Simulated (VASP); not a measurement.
RbBr (rock salt): the band gap from VASP (plane waves, PAW) at several levels of theory. Gaps are without spin-orbit coupling. Each level names its cell: its own relaxed one, PBE's, or the starting one. A gap is the smallest over the k-mesh and a band path; hybrids may have named points in place of the path, and GW has the mesh alone. The mesh is coarse and the basis finite, so the quasiparticle values are not converged.

```
level                       band gap (eV)  error against measurement (eV)
--------------------------  -------------  ------------------------------
LDA (own cell)                       4.16                           -3.04
PBE (own cell)                       4.18                           -3.02
PBEsol (own cell)                    4.22                           -2.98
RPBE (own cell)                      4.26                           -2.94
AM05 (own cell)                      4.30                           -2.90
PBE-D3(BJ) (starting cell)           4.32                           -2.88
SCAN (starting cell)                 4.87                           -2.33
r2SCAN (own cell)                    4.89                           -2.31
G0W0@PBE (starting cell)             6.79                           -0.41
```

Measured: 7.20 eV (as given by Aguado et al., (1998), arXiv:cond-mat/9809176).

The cell of the LDA (own cell) run:

```cif
data_Br4Rb4
_chemical_formula_sum 'Rb4 Br4'
_space_group_name_H-M_alt 'Fm-3m'
_space_group_IT_number 225
_space_group_name_Hall '-F 4 2 3'
_cell_length_a 6.67448
_cell_length_b 6.67448
_cell_length_c 6.67448
_cell_angle_alpha 90.000
_cell_angle_beta 90.000
_cell_angle_gamma 90.000
loop_
_atom_site_label
_atom_site_type_symbol
_atom_site_symmetry_multiplicity
_atom_site_Wyckoff_symbol
_atom_site_fract_x
_atom_site_fract_y
_atom_site_fract_z
_atom_site_occupancy
Rb1 Rb 4 a 0.00000 0.00000 0.00000 1
Br1 Br 4 b 0.50000 0.50000 0.50000 1
```
(The calculation used a cell of 2 atoms; values per cell refer to that cell.)

Only levels that ran to the end are used. Left out are those held back, those with too coarse a band path, GW runs whose mesh misses a band edge, hybrids' fits of cells that aren't cubic and levels without matching references; a question may draw on a part of the rest.

The compound is RbBr in the rock salt structure.
